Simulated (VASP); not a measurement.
Method: PBEsol GGA, VASP's PBE PAW potentials (set 64) (plane waves; VASP).

Input for VASP

### INCAR
```
# general
SYSTEM   =  LaSi2Rh3
PREC     =  Accurate
ENCUT    =  300
LREAL    =  F
LASPH    =  T

# electronic loop
EDIFF    =  1E-6
NELM     =  100
ALGO     =  Normal
LMAXMIX  =  6

# smearing
ISMEAR   =  -1
SIGMA    =  0.1

# functional
GGA      =  PS

# ions
ISIF     =  2

# output
LWAVE    =  F
LCHARG   =  F
```

### KPOINTS
```
K-points
0
Gamma
  4 4 6
```

File POSCAR:
```
LaSi2Rh3
1
    5.6201100000     0.0000000000     0.0000000000
   -2.8100550000     4.8671580000     0.0000000000
    0.0000000000     0.0000000000     3.6453000000
La Si Rh
1 2 3
Direct
 -0.0017740000   0.0006410000   0.0036130000
  0.6598810000   0.3307060000   0.0089280000
  0.3346420000   0.6692310000   0.0034390000
  0.5060990000   0.0000920000   0.5003950000
  0.4995650000   0.5015920000   0.4902840000
  0.0015870000   0.4977380000   0.4933410000
```

POTCAR, in this order: La Si Rh_pv (PBE.64 set). Program: vasp_std.

At this cut-off the stress carries a Pulay error, which pulls relaxed volumes low.

Task: Predict the energy per atom (σ→0), pressure, largest force, band gap (on the k-mesh).

Result: 
```
Item                                                        Result
------------------------  ----------------------------------------
energy per atom (σ→0)                               -7.911 eV/atom
band gap (on the k-mesh)  none (metal, semimetal or under 0.01 eV)
pressure                                                -32.4 kbar
largest force                                           0.686 eV/Å
```

**OSZICAR**
```
...
DAV:   9    -0.475195670048E+02    0.30667E-01   -0.19195E-01  6048   0.365E+00    0.713E-01
DAV:  10    -0.475148435199E+02    0.47235E-02   -0.32626E-02  5312   0.164E+00    0.353E-01
DAV:  11    -0.475146698309E+02    0.17369E-03   -0.28545E-03  5848   0.397E-01    0.163E-01
DAV:  12    -0.475147181726E+02   -0.48342E-04   -0.54014E-04  6458   0.206E-01    0.412E-02
DAV:  13    -0.475147104293E+02    0.77433E-05   -0.10461E-04  5130   0.104E-01    0.119E-02
DAV:  14    -0.475147107823E+02   -0.35308E-06   -0.22851E-05  6626   0.498E-02    0.956E-03
DAV:  15    -0.475147099121E+02    0.87019E-06   -0.70527E-06  4974   0.254E-02
   1 F= -.47514710E+02 E0= -.47466842E+02  d E =-.957357E-01
```

The structure comes from a computed database's LaSi2Rh3 entry; how it stands against other phases isn't given here. The cell was not relaxed at this level, atoms are displaced from their ideal sites. The k-mesh is coarse (spacing up to 0.32 per Å, 2π included), so the numbers may not be converged in it.
